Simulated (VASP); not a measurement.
**RuCl2: single point with PBE**

Crystal: RuCl2.

```
Ru Cl
1.0
     3.54969    0.00000    0.00000
    -1.77485    3.07412    0.00000
     0.00000    0.00000    5.72639
Ru Cl
1 2
Direct
  0.00000 0.00000 0.00000
  0.33333 0.66667 0.25200
  0.66667 0.33333 0.74800
```

The cell comes from a database or a generator and needn't be the stable form of this composition.

* Program: VASP 6.6.1
* Task: single point
* Functional: PBE
* Potentials or basis: VASP PAW PBE potentials, release 64 (Ru_pv, Cl)
* Cutoff: 520 eV
* k mesh: 6 × 6 × 4
* Occupations: gaussian, width 0.05 eV
* Spin: collinear spin, random start
* Starting moments: [-0.43, 0.0, 0.0] μB
* Further INCAR settings: ALGO = Normal; EDIFF = 1e-06; NBANDS = 25

| Item | Value |
| --- | --- |
| Pressure | -6.0 GPa |
| Largest force | 1.616 eV/Å |
| Band gap on the k mesh | 0.67 eV, indirect (least direct gap 0.88 eV) |
| Net moment | 0.00 μB per cell |
| Valence electrons inside the program's atomic spheres | Ru 12.37; Cl 5.05 |

Forces in eV/Å, atoms in the order of the input:
```
Ru   0.000  0.000  0.000
Cl   0.000  0.000 -1.616
Cl   0.000  0.000  1.616
```

Stress tensor (GPa, compression positive):
```
-4.34  0.00  0.00
 0.00 -4.34  0.00
 0.00  0.00 -9.32
```

Levels at points of the mesh, in eV from the valence-band top:
Spin up:
```tsv
k point	band 11	band 12	band 13	band 14	band 15	band 16	band 17	band 18
(0.00, 0.00, 0.00)	-3.14	-1.12	-1.12	-0.81	0.91	0.91	3.34	4.99
(0.50, 0.00, 0.00)	-4.25	-1.53	-0.19	0.00	1.28	1.46	5.66	5.69
(0.00, 0.00, 0.50)	-3.40	-1.13	-1.13	-0.66	1.10	1.10	4.92	5.18
(0.50, 0.00, 0.50)	-3.91	-1.57	-0.20	-0.02	1.03	1.61	5.01	5.16
```
Spin down:
```
           k point  band 10  band 11  band 12  band 13  band 14  band 15  band 16  band 17  band 18  band 19
(0.00, 0.00, 0.00)    -3.27    -3.14    -1.12    -1.12    -0.81     0.91     0.91     3.34     4.99     9.05
(0.50, 0.00, 0.00)    -4.79    -4.25    -1.53    -0.19     0.00     1.28     1.46     5.66     5.69     7.82
(0.00, 0.00, 0.50)    -3.40    -3.40    -1.13    -1.13    -0.66     1.10     1.10     4.92     5.18     8.71
(0.50, 0.00, 0.50)    -3.99    -3.91    -1.57    -0.20    -0.02     1.03     1.61     5.01     5.16     7.36
```

It took 35 s on 1 thread of Intel(R) Xeon(R) 6975P-C (Granite Rapids) (shared host), peak memory 0.24 GiB.

Caveat: forces of over 1 eV/Å show positions far from the minimum, so gaps and moduli don't describe the material at rest. A k mesh can miss the band edges.
